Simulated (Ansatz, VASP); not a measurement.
# Y2Si3O: VASP beside Ansatz

```xyz
6
Lattice="5.9189 0.0000 0.0000 -2.9594 5.1259 0.0000 0.0000 0.0000 5.8708" Properties=species:S:1:pos:R:3 pbc="T T T"
Y     0.0000    0.0000    0.0000
Y     0.0000    0.0000    2.9354
Si    1.4084    2.6041    2.9354
Si    0.0000    5.0436    2.9354
Si   -1.4084    2.6041    2.9354
O     2.9594    1.7086    2.9354
```

Alike in both runs: functional PBE; k mesh 6 × 6 × 6; occupations gaussian, width 0.1 eV; no spin polarisation.

Ansatz relaxed the structure, and its values are those at the end. VASP's run is a single point on that final structure, the one shown.

```csv
,VASP,Ansatz
version,VASP 6.6.1,Ansatz 0.2.0
potentials or method,"VASP PAW PBE potentials, release 64 (Y_sv, Si, O)","scalar-relativistic, plane waves, PAW"
plane-wave cutoff (eV),520,420
valence electrons in the cell,40,40
```

```tsv
	VASP	Ansatz	Ansatz less VASP
gap on the k mesh at the Fermi level (eV)	none	none	-
pressure (GPa)	0.0	0.0	0.00
rms of the force components (eV/Å)	0.007	0.001	-0.0059
```

A gap of «none» marks a metal or a gap that the smearing closes.
